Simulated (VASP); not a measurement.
OSZICAR of a VASP run on ScSi (relaxed from the zinc blende structure, space group F-43m):

OSZICAR:
```
       N       E                     dE             d eps       ncg     rms          rms(c)
DAV:   1     0.828708991627E+02    0.82871E+02   -0.58505E+03  1600   0.101E+03
DAV:   2    -0.190213106961E+02   -0.10189E+03   -0.99471E+02  1604   0.381E+02
DAV:   3    -0.235148619835E+02   -0.44936E+01   -0.43325E+01  2548   0.726E+01
DAV:   4    -0.236527355939E+02   -0.13787E+00   -0.13225E+00  2378   0.939E+00
DAV:   5    -0.236561781463E+02   -0.34426E-02   -0.33972E-02  2203   0.142E+00    0.804E+00
DAV:   6    -0.189658789966E+02    0.46903E+01   -0.82763E+00  2490   0.434E+01    0.262E+00
DAV:   7    -0.191264130563E+02   -0.16053E+00   -0.54055E-01  2006   0.749E+00    0.171E+00
DAV:   8    -0.191865512757E+02   -0.60138E-01   -0.85682E-01  2595   0.770E+00    0.105E+00
DAV:   9    -0.190045563575E+02    0.18199E+00   -0.29322E-01  2755   0.691E+00    0.548E-01
DAV:  10    -0.190738273251E+02   -0.69271E-01   -0.69868E-02  1900   0.308E+00    0.263E-01
DAV:  11    -0.190887081155E+02   -0.14881E-01   -0.12967E-02  1839   0.110E+00    0.149E-01
DAV:  12    -0.190942986343E+02   -0.55905E-02   -0.62321E-03  2097   0.664E-01    0.223E-02
DAV:  13    -0.190956787643E+02   -0.13801E-02   -0.23314E-03  1891   0.584E-01    0.247E-02
DAV:  14    -0.190951922568E+02    0.48651E-03   -0.29649E-04  1822   0.190E-01    0.219E-02
DAV:  15    -0.190956259724E+02   -0.43372E-03   -0.13639E-04  1791   0.131E-01    0.130E-02
DAV:  16    -0.190958826397E+02   -0.25667E-03   -0.22360E-04  1710   0.169E-01    0.875E-03
DAV:  17    -0.190958904047E+02   -0.77650E-05   -0.21577E-05  2924   0.470E-02    0.462E-03
DAV:  18    -0.190958921453E+02   -0.17405E-05   -0.17924E-06  2809   0.167E-02    0.340E-03
DAV:  19    -0.190958983530E+02   -0.62078E-05   -0.42212E-06  1668   0.243E-02    0.185E-03
DAV:  20    -0.190958976180E+02    0.73501E-06   -0.34336E-07  1947   0.599E-03    0.147E-03
DAV:  21    -0.190958980529E+02   -0.43494E-06   -0.36989E-08  1035   0.377E-03    0.711E-04
DAV:  22    -0.190958997915E+02   -0.17385E-05   -0.71300E-07  1638   0.925E-03    0.203E-04
DAV:  23    -0.190958998233E+02   -0.31858E-07   -0.13588E-08   882   0.185E-03
   1 F= -.19095900E+02 E0= -.19095900E+02  d E =0.000000E+00
       N       E                     dE             ncg
```

Q: Which electronic solver shows in the log?

A: It is blocked Davidson (ALGO = Normal, or the opening steps of other solvers). The INCAR had ALGO = Normal.

Q: Can the final energy be trusted as converged?

A: Self-consistency was reached. It stopped with EDIFF = 1E-7, NELM = 100 (r2SCAN meta-GGA, plane waves, VASP's PBE PAW potentials (set 64)).

The structure was generated: ScSi was put into the zinc blende type (F-43m), which need not be its known phase. It was relaxed first, which changed the volume by -14 %. The electron count is odd and the run is not spin-polarised, which forces a metal.
